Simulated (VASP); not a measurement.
Elastic constants (GPa) of a crystal from LDA (Ceperley-Alder, Perdew-Zunger), VASP's LDA PAW potentials (set 64) in VASP 6.6.1:

|  | xx | yy | zz | yz | xz | xy |
|---|---|---|---|---|---|---|
| xx | 123.5 | 70.0 | 70.0 | 0.0 | 0.0 | 0.0 |
| yy | 70.0 | 123.5 | 70.0 | 0.0 | 0.0 | 0.0 |
| zz | 70.0 | 70.0 | 123.5 | 0.0 | 0.0 | 0.0 |
| yz | 0.0 | 0.0 | 0.0 | 24.3 | 0.0 | 0.0 |
| xz | 0.0 | 0.0 | 0.0 | 0.0 | 24.3 | 0.0 |
| xy | 0.0 | 0.0 | 0.0 | 0.0 | 0.0 | 24.3 |

### Question
Work out the Voigt, Reuss and Hill moduli, Young's modulus and Poisson's ratio.

### Answer
All eigenvalues are positive (smallest 24.3 GPa), so the crystal is stable. K_V = (C11+C22+C33+2(C12+C13+C23))/9 = (370.5 + 2×210.0)/9 = 87.8 GPa; G_V = (370.5 − 210.0 + 3×72.9)/15 = 25.3 GPa. From the compliances, K_R = 87.8 GPa and G_R = 25.2 GPa. Hill: K = 87.8 GPa, G = 25.3 GPa, E = 9KG/(3K+G) = 69.1 GPa, ν = (3K−2G)/(2(3K+G)) = 0.369. K/G = 3.48, above Pugh's 1.75; universal anisotropy A^U = 0.01.

### Question
With a density of 8.29 g/cm³, what are the mean sound speeds?

### Answer
v_l = √((K+4G/3)/ρ) = 3.83 km/s and v_t = √(G/ρ) = 1.75 km/s. The crystal is PbF2 (fluorite), cubic.

The compound is PbF2 in the fluorite structure, the β form. It was relaxed first, which changed the volume by -6 %.
